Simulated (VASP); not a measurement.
OSZICAR of a VASP run on CdF$_{2}$ (fluorite):

File OSZICAR:
```
       N       E                     dE             d eps       ncg     rms          rms(c)
DAV:   1     0.211755178962E+03    0.21176E+03   -0.15632E+04  1002   0.152E+03
DAV:   2     0.269329015272E+01   -0.20906E+03   -0.20469E+03  1109   0.384E+02
DAV:   3    -0.694643723177E+01   -0.96397E+01   -0.96153E+01  1071   0.917E+01
DAV:   4    -0.699725115186E+01   -0.50814E-01   -0.50807E-01  1123   0.678E+00
DAV:   5    -0.699743812622E+01   -0.18697E-03   -0.18697E-03  1079   0.358E-01    0.105E+01
DAV:   6    -0.447820005258E+01    0.25192E+01   -0.81781E+00  1334   0.506E+01    0.649E+00
DAV:   7    -0.449064789084E+01   -0.12448E-01   -0.93756E-01   986   0.108E+01    0.380E+00
DAV:   8    -0.445678214691E+01    0.33866E-01   -0.21025E-01   988   0.442E+00    0.792E-01
DAV:   9    -0.444704463892E+01    0.97375E-02   -0.41855E-02  1144   0.213E+00    0.122E-01
DAV:  10    -0.444735878692E+01   -0.31415E-03   -0.38689E-03   986   0.864E-01    0.114E-01
DAV:  11    -0.444735641351E+01    0.23734E-05   -0.36755E-04  1190   0.279E-01    0.462E-02
DAV:  12    -0.444737692877E+01   -0.20515E-04   -0.10660E-04   991   0.107E-01    0.111E-02
DAV:  13    -0.444737757421E+01   -0.64544E-06   -0.12329E-05  1086   0.543E-02    0.956E-03
DAV:  14    -0.444737702319E+01    0.55102E-06   -0.23437E-06  1005   0.200E-02    0.332E-03
DAV:  15    -0.444737696174E+01    0.61454E-07   -0.19634E-07   747   0.479E-03
   1 F= -.44473770E+01 E0= -.44473770E+01  d E =0.000000E+00
```

**Question.** Which electronic solver shows in the log?

**Answer.** It is blocked Davidson (ALGO = Normal, or the opening steps of other solvers). The INCAR had ALGO = Normal.

**Question.** Can the final energy be trusted as converged?

**Answer.** Self-consistency was reached. It stopped with EDIFF = 1E-7, NELM = 100 (vdW-DF2, plane waves, VASP's PBE PAW potentials (set 64)).

The compound is CdF2 in the fluorite structure. It was relaxed first, which changed the volume by +10 %.
